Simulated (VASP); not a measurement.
Computed with PBE GGA, VASP's PBE PAW potentials (set 64) (plane waves; VASP). Each cell was relaxed at this level.

Problem. Which of these has an unstable (imaginary) mode at Γ?
(A) AlN, P6_3mc (186)
(B) BaTiO3, Pm-3m (221)
(C) CoAl, Pm-3m (221)
(D) SrCl2, Fm-3m (225)

Solution. B, BaTiO3, Pm-3m (221). Its optical Γ-point modes are 251i (×3), 169 (×3), 285 (×3), 451 (×3) cm⁻¹.
